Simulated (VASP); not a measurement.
These are TPSS meta-GGA, VASP's PBE PAW potentials (set 64) (plane waves; VASP 6.6.1) values and carry that method's errors.

Input for VASP

INCAR:
```
SYSTEM=C
PREC=Accurate; ENCUT=520; LREAL=.False.
LASPH=.True.
EDIFF=1E-7; NELM=100; ALGO=Normal
LMIXTAU=.True.
ISMEAR=0; SIGMA=0.05
METAGGA=TPSS
ISIF=2
LWAVE=.False.; LCHARG=.False.
```

File KPOINTS:
```
Automatic mesh
0
Gamma
13 13 13
0 0 0
```

**POSCAR**
```
C
1.7677830
  0.0000000000   1.0000000858   1.0000000858
  1.0000000858   0.0000000000   1.0000000858
  1.0000000858   1.0000000858   0.0000000000
C
2
Cartesian
  0.0000000000   0.0000000000   0.0000000000
  0.5000000429   0.5000000429   0.5000000429
```

POTCAR, in this order: C (PBE.64 set). Program: vasp_std.

The run wrote:

File OUTCAR:
```
 ion  position               nearest neighbor table
   1  0.000  0.000  0.000-   2 1.53   2 1.53   2 1.53   2 1.53
   2  0.250  0.250  0.250-   1 1.53   1 1.53   1 1.53   1 1.53
  LATTYP: Found a face centered cubic cell.
 ALAT       =     3.5355663032
 Subroutine PRICEL returns:
 Original cell was already a primitive cell.
 Subroutine GETGRP returns: Found 48 space group operations
The static configuration has the point symmetry T_d .
 The point group associated with its full space group is O_h .
The dynamic configuration has the point symmetry T_d .
 Subroutine INISYM returns: Found 48 space group operations
 Subroutine IBZKPT returns following result:
 Found     84 irreducible k-points:

 Following reciprocal coordinates:
            Coordinates               Weight
  0.000000  0.000000  0.000000      1.000000
  0.076923  0.000000  0.000000      8.000000
  0.153846  0.000000  0.000000      8.000000
  0.230769  0.000000  0.000000      8.000000
  0.307692  0.000000  0.000000      8.000000
  0.384615  0.000000  0.000000      8.000000
  0.461538  0.000000  0.000000      8.000000
  0.076923  0.076923  0.000000      6.000000
  0.153846  0.076923  0.000000     24.000000
  0.230769  0.076923  0.000000     24.000000
  0.307692  0.076923  0.000000     24.000000
  0.384615  0.076923  0.000000     24.000000
  0.461538  0.076923  0.000000     24.000000
 -0.461538  0.076923  0.000000     24.000000
 -0.384615  0.076923  0.000000     24.000000
 -0.307692  0.076923  0.000000     24.000000
 -0.230769  0.076923  0.000000     24.000000
 -0.153846  0.076923  0.000000     24.000000
 -0.076923  0.076923  0.000000     12.000000
  0.153846  0.153846  0.000000      6.000000
  0.230769  0.153846  0.000000     24.000000
  0.307692  0.153846  0.000000     24.000000
  0.384615  0.153846  0.000000     24.000000
  0.461538  0.153846  0.000000     24.000000
 -0.461538  0.153846  0.000000     24.000000
 -0.384615  0.153846  0.000000     24.000000
 -0.307692  0.153846  0.000000     24.000000
 -0.230769  0.153846  0.000000     24.000000
 -0.153846  0.153846  0.000000     12.000000
  0.230769  0.230769  0.000000      6.000000
  0.307692  0.230769  0.000000     24.000000
  0.384615  0.230769  0.000000     24.000000
  0.461538  0.230769  0.000000     24.000000
 -0.461538  0.230769  0.000000     24.000000
 -0.384615  0.230769  0.000000     24.000000
 -0.307692  0.230769  0.000000     24.000000
 -0.230769  0.230769  0.000000     12.000000
  0.307692  0.307692  0.000000      6.000000
  0.384615  0.307692  0.000000     24.000000
  0.461538  0.307692  0.000000     24.000000
   k-points           NKPTS =     84   k-points in BZ     NKDIM =     84   number of bands    NBANDS=      8
   number of dos      NEDOS =    301   number of ions     NIONS =      2
   total plane-waves  NPLWV =   8000
   dimension x,y,z NGX =    20 NGY =   20 NGZ =   20
   dimension x,y,z NGXF=    40 NGYF=   40 NGZF=   40
   ions per type =               2
   PREC   = accura    normal or accurate (medium, high low for compatibility)
   ISTART =      0    job   : 0-new  1-cont  2-samecut
   ICHARG =      2    charge: 1-file 2-atom 10-const
   ISPIN  =      1    spin polarized calculation?
   LNONCOLLINEAR =      F non collinear calculations
   LSORBIT =      F    spin-orbit coupling
   INIWAV =      1    electr: 0-lowe 1-rand  2-diag
   ENCUT  =  520.0 eV  38.22 Ry    6.18 a.u.   4.65  4.65  4.65*2*pi/ulx,y,z
   NELM   =    100;   NELMIN=  2; NELMDL= -5     # of ELM steps
   EDIFF  = 0.1E-06   stopping-criterion for ELM
   LREAL  =      F    real-space projection
   NLSPLINE    = F    spline interpolate recip. space projectors
...
```

OSZICAR:
```
       N       E                     dE             d eps       ncg     rms          rms(c)
DAV:   1    -0.167408464069E+01   -0.16741E+01   -0.52267E+03  1408   0.102E+03
DAV:   2    -0.204068876438E+02   -0.18733E+02   -0.17343E+02  2048   0.119E+02
DAV:   3    -0.204985736088E+02   -0.91686E-01   -0.91686E-01  1440   0.113E+01
DAV:   4    -0.204986469094E+02   -0.73301E-04   -0.73301E-04  2008   0.316E-01
DAV:   5    -0.204986469224E+02   -0.12944E-07   -0.12943E-07  1464   0.248E-03    0.517E+00
DAV:   6    -0.207104129609E+02   -0.21177E+00   -0.74355E+00  1704   0.376E+01    0.368E+00
DAV:   7    -0.208178695831E+02   -0.10746E+00   -0.12243E-02  1448   0.145E+00    0.335E+00
DAV:   8    -0.205105097075E+02    0.30736E+00   -0.10695E+00  1608   0.108E+01    0.891E-01
DAV:   9    -0.208357053645E+02   -0.32520E+00   -0.45135E-01  1424   0.890E+00    0.718E-01
DAV:  10    -0.208399572450E+02   -0.42519E-02   -0.35969E-03  1480   0.808E-01    0.382E-01
DAV:  11    -0.208816277443E+02   -0.41670E-01   -0.52042E-03  1376   0.112E+00    0.129E-01
DAV:  12    -0.208827866760E+02   -0.11589E-02   -0.78268E-04  1648   0.267E-01    0.345E-02
DAV:  13    -0.208827913468E+02   -0.46707E-05   -0.93029E-06  1512   0.419E-02    0.160E-02
DAV:  14    -0.208828083425E+02   -0.16996E-04   -0.15423E-05  1528   0.487E-02    0.181E-03
DAV:  15    -0.208828254465E+02   -0.17104E-04   -0.52098E-06  1408   0.264E-02    0.863E-04
DAV:  16    -0.208828250422E+02    0.40429E-06   -0.68983E-08  1424   0.359E-03    0.888E-04
DAV:  17    -0.208828251753E+02   -0.13305E-06   -0.55876E-08  1336   0.340E-03    0.621E-05
DAV:  18    -0.208828251592E+02    0.16038E-07   -0.14634E-09   672   0.589E-04
   1 F= -.20882825E+02 E0= -.20882825E+02  d E =-.284670E-16
```

**OUTCAR**
```
------------------------ aborting loop because EDIFF is reached ----------------------------------------
  FORCE on cell =-STRESS in cart. coord.  units (eV):
  Direction    XX          YY          ZZ          XY          YZ          ZX
  --------------------------------------------------------------------------------------
  Total        0.9625382      0.9625382      0.9625382      0.0000000      0.0000000      0.0000000
  in kB      139.5762664    139.5762664    139.5762664      0.0000000      0.0000000      0.0000000
  external PRESSURE =     139.5762664 kB  Pullay stress =       0.0000000 kB
  volume of cell :       11.05
      direct lattice vectors                 reciprocal lattice vectors
     0.000000000  1.767783152  1.767783152    -0.282840121  0.282840121  0.282840121
     1.767783152  0.000000000  1.767783152     0.282840121 -0.282840121  0.282840121
     1.767783152  1.767783152  0.000000000     0.282840121  0.282840121 -0.282840121
 POSITION                                       TOTAL-FORCE (eV/Angst)
 -----------------------------------------------------------------------------------
      0.00000      0.00000      0.00000         0.000000      0.000000     -0.000000
      0.88389      0.88389      0.88389        -0.000000     -0.000000      0.000000
 -----------------------------------------------------------------------------------
    total drift:                                0.000000      0.000000      0.000000
  FREE ENERGIE OF THE ION-ELECTRON SYSTEM (eV)
  ---------------------------------------------------
  free  energy   TOTEN  =       -20.8828251592 eV

  energy  without entropy=      -20.8828251592  energy(sigma->0) =      -20.88282516
```
(Selected blocks of OUTCAR.)

The compound is C in the diamond structure. This cell is one point of a volume scan, at 0.97 of the reference volume.
